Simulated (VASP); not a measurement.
## SnAs: density of states with LDA

The system is SnAs.

```
CELL_PARAMETERS angstrom
0.00000 2.83659 2.83659
2.83659 0.00000 2.83659
2.83659 2.83659 0.00000
ATOMIC_POSITIONS crystal
Sn 0.00000 0.00000 0.00000
As 0.50000 0.50000 0.50000
```

```yaml
Program: VASP 6.6.1
Task: density of states
Functional: LDA
Potentials_or_basis: VASP PAW LDA potentials, release 64 (Sn_d, As)
Cutoff: 520 eV
k_mesh: 12 × 12 × 12
Occupations: gaussian, width 0.1 eV
Spin: no spin polarisation
k_mesh_for_the_DOS: 18 × 18 × 18
Occupations_for_the_DOS: tetrahedron
Further_INCAR_settings: ALGO = Normal; EDIFF = 1e-07; NBANDS = 16
```

* Valence electrons inside the program's atomic spheres: Sn 12.24; As 2.77

Levels at points of the mesh, in eV from the Fermi level:
```
           k point  band 6  band 7  band 8  band 9  band 10  band 11  band 12  band 13  band 14  band 15
(0.00, 0.00, 0.00)  -13.41   -2.61   -1.14   -1.14    -1.14     5.51     5.51     5.51     6.07     6.07
(0.50, 0.00, 0.00)  -11.24   -8.68   -0.63   -0.63     0.85     1.32     1.32     2.45     9.93    11.06
(0.50, 0.50, 0.00)  -10.65   -6.00   -5.62   -3.41    -3.41     2.69     7.63     7.63     9.19    11.87
```

States per cell in windows of 1 eV (zero at the Fermi level; states under -8 eV left out):
```tsv
from (eV)	total	As2_p	Sn1_p	Sn1_s	Sn1_d	As2_s	As2_d
-8.0	0.93	0.08	0.01	0.44	0.00	0.06	0.00
-7.0	0.54	0.05	0.02	0.21	0.00	0.08	0.00
-6.0	0.43	0.06	0.05	0.08	0.00	0.04	0.00
-5.0	0.68	0.13	0.12	0.04	0.01	0.02	0.00
-4.0	1.05	0.25	0.20	0.03	0.01	0.02	0.00
-3.0	1.16	0.30	0.21	0.03	0.02	0.02	0.01
-2.0	1.15	0.34	0.18	0.05	0.03	0.02	0.01
-1.0	0.80	0.22	0.12	0.07	0.02	0.02	0.01
0.0	0.88	0.20	0.14	0.12	0.03	0.03	0.01
1.0	0.59	0.05	0.20	0.02	0.01	0.03	0.02
2.0	1.01	0.12	0.33	0.03	0.02	0.05	0.03
3.0	1.20	0.17	0.24	0.05	0.06	0.03	0.04
4.0	1.34	0.24	0.24	0.05	0.06	0.02	0.05
5.0	1.21	0.24	0.23	0.03	0.05	0.01	0.05
6.0	1.35	0.23	0.28	0.02	0.08	0.01	0.05
7.0	1.39	0.21	0.29	0.01	0.11	0.01	0.06
```

Wall time 2.3 min on 1 thread of Intel(R) Xeon(R) Platinum 8488C (Sapphire Rapids), on a shared host, peak memory 0.25 GiB.
